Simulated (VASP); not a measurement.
Here is the system:

```
Zr
1.0
    3.24680     0.00000     0.00000
   -1.62340     2.81181     0.00000
    0.00000     0.00000    25.32005
Zr
4
Direct
  0.66667   0.33333   0.44911
  0.33333   0.66667   0.34733
  0.66667   0.33333   0.65267
  0.33333   0.66667   0.55089
```

The numbers are results of r2SCAN meta-GGA, VASP's PBE PAW potentials (set 64) (plane waves; VASP), not measurements. Settings: PREC = Normal, EDIFF = 1E-5, 400 eV cut-off, 10×10×1 Γ-centred mesh, first-order Methfessel-Paxton smearing of 0.10 eV, potentials Zr_sv.

Question: The ions are relaxed. What does this cell relax into?

Answer: 
```
Zr
1.0
    3.24680     0.00000     0.00000
   -1.62340     2.81181     0.00000
    0.00000     0.00000    25.32005
Zr
4
Direct
  0.66667   0.33333   0.44676
  0.33333   0.66667   0.35186
  0.66667   0.33333   0.64814
  0.33333   0.66667   0.55324
```

Question: How much energy does the relaxation gain?

Answer: The energy (σ→0) changes by -28.9 meV/atom, in 11 ionic steps.

The cell is a thin slab with vacuum, built from Zr (hcp): (001) face.
